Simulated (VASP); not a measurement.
Input:

```
CELL_PARAMETERS angstrom
      1.49028    -2.58125     0.00000
      1.49028     2.58125     0.00000
      0.00000     0.00000     3.13889
ATOMIC_POSITIONS crystal
  Ti 0.00000 0.00000 0.00000
  B  0.33333 0.66667 0.50000
  B  0.66667 0.33333 0.50000
```

The numbers are results of LDA (Ceperley-Alder, Perdew-Zunger), VASP's LDA PAW potentials (set 64) (plane waves; VASP), not measurements. Numerical set-up: 620 eV cut-off, 12×12×10 Γ-centred mesh, first-order Methfessel-Paxton smearing of 0.10 eV, potentials Ti_sv B.

### Question
The ions, cell shape and volume at an external pressure of 10.0 GPa are relaxed. Give the cell that the relaxation ends in.

### Answer

```
CELL_PARAMETERS angstrom
      1.48339    -2.56931     0.00000
      1.48339     2.56931     0.00000
      0.00000     0.00000     3.11751
ATOMIC_POSITIONS crystal
  Ti 0.00000 0.00000 0.00000
  B  0.33333 0.66667 0.50000
  B  0.66667 0.33333 0.50000
```
Space group P6/mmm (191), at a tolerance of 0.03 Å.

### Question
How do energy and volume change from the first to the last step?

### Answer
The energy (σ→0) changes by +5.9 meV/atom and the volume by -1.6 %, in 5 ionic steps.

The compound is TiB2 in the AlB2 type structure. This run relaxes it under an external pressure of 10 GPa. Symmetry was kept, so distortions that lower it aren't found.
